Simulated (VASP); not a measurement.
Be3Cl5:

```xyz
8
Lattice="5.7846 0.0000 0.0000 0.0000 5.7846 0.0000 0.0000 0.0000 5.7846" Properties=species:S:1:pos:R:3 pbc="T T T"
Be    0.0000    2.8923    2.8923
Be    2.8923    0.0000    2.8923
Be    2.8923    2.8923    0.0000
Cl    2.8923    0.0000    0.0000
Cl    0.0000    2.8923    0.0000
Cl    0.0000    0.0000    2.8923
Cl    0.0000    0.0000    0.0000
Cl    2.8923    2.8923    2.8923
```

The cell was built by a generator and needn't be a form met in nature.

The cell isn't the ideal one: random cell by space group and Wyckoff sites (Pm-3m, No. 221).

```yaml
Program: VASP 6.6.1
Task: relaxation of cell and atoms
Functional: PBE
Potentials_or_basis: VASP PAW PBE potentials, release 64 (Be, Cl)
Cutoff: 600 eV
k_mesh: 4 × 4 × 4
Occupations: gaussian, width 0.1 eV
Spin: no spin polarisation
```

At the start: pressure -6.0 GPa; volume 24.20 Å³/atom.

Question: How do energy, volume and symmetry change on relaxing?

Answer: Over 4 steps the energy falls by 122.1 meV/atom and the volume is 18.86 Å³/atom (-22.1 %); space group Pm-3m (No. 221, to 0.05 Å).

Step by step:
| step | energy change (eV) | largest force (eV/Å) | pressure (GPa) | volume (Å³) |
| --- | --- | --- | --- | --- |
| 1 | 0.0000 | 0.0000 | -6.02 | 193.56 |
| 2 | -0.7568 | 0.0000 | -3.60 | 169.20 |
| 3 | -0.9703 | 0.0000 | -0.71 | 154.05 |
| 4 | -0.9767 | 0.0000 | 0.10 | 150.85 |

Final structure:
```
CELL_PARAMETERS angstrom
5.32329 0.00000 0.00000
0.00000 5.32329 0.00000
0.00000 0.00000 5.32329
ATOMIC_POSITIONS crystal
Be 0.00000 0.50000 0.50000
Be 0.50000 0.00000 0.50000
Be 0.50000 0.50000 0.00000
Cl 0.50000 0.00000 0.00000
Cl 0.00000 0.50000 0.00000
Cl 0.00000 0.00000 0.50000
Cl 0.00000 0.00000 0.00000
Cl 0.50000 0.50000 0.50000
```

Caveat: the volume moved by over 15 % at a fixed basis, so the end points are rough; an odd number of electrons without spin polarisation forces a metal; a magnetic or distorted state may lie lower.
